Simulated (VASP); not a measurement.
Here is the system:

```
CELL_PARAMETERS angstrom
      4.62510     0.00000     0.00000
      0.00000     4.62510     0.00000
      0.00000     0.00000     3.05421
ATOMIC_POSITIONS crystal
  Mg 0.00000 0.00000 0.00000
  Mg 0.50000 0.50000 0.50000
  F  0.30309 0.30309 0.00000
  F  0.80309 0.19691 0.50000
  F  0.19691 0.80309 0.50000
  F  0.69691 0.69691 0.00000
```

Computed with PBEsol GGA, VASP's PBE PAW potentials (set 64) (plane waves; VASP). Run with 520 eV cut-off, Gaussian smearing of 0.050 eV, potentials Mg F.

Question: Give the energies of bands 5 to 18 at the high-symmetry points, in eV from the valence-band maximum.

Answer: 
| band | Γ | X | M | Z | R | A |
|---|---|---|---|---|---|---|
| 5 | -4.13 | -3.37 | -3.15 | -3.02 | -3.22 | -3.81 |
| 6 | -2.54 | -3.37 | -3.15 | -3.02 | -3.22 | -3.81 |
| 7 | -2.12 | -1.80 | -2.15 | -2.50 | -2.99 | -3.08 |
| 8 | -2.12 | -1.80 | -2.15 | -2.50 | -2.99 | -3.08 |
| 9 | -1.93 | -1.60 | -1.31 | -2.26 | -2.09 | -1.48 |
| 10 | -1.90 | -1.60 | -1.31 | -2.26 | -2.09 | -1.48 |
| 11 | -1.24 | -1.39 | -1.29 | -1.45 | -1.38 | -1.41 |
| 12 | -1.24 | -1.39 | -1.29 | -1.45 | -1.38 | -1.41 |
| 13 | -0.74 | -0.99 | -0.96 | -1.17 | -0.74 | -0.61 |
| 14 | -0.32 | -0.99 | -0.96 | -1.17 | -0.74 | -0.61 |
| 15 | -0.32 | -0.38 | -0.78 | -0.86 | -0.67 | -0.49 |
| 16 | 0.00 | -0.38 | -0.78 | -0.86 | -0.67 | -0.49 |
| 17 | 6.92 | 9.33 | 11.05 | 11.66 | 12.55 | 13.12 |
| 18 | 12.03 | 9.33 | 11.05 | 11.66 | 12.55 | 13.12 |

The gap is direct, 6.92 eV, from the valence maximum at Γ to the conduction minimum at Γ.

Measured: gap 12.40 eV (computed value off by -5.48 eV), as given by Andrés Aguado et al., Journal of the Physical Society of Japan (1999), arXiv:cond-mat/9901145.

The compound is MgF2 in the rutile structure. It was relaxed first.
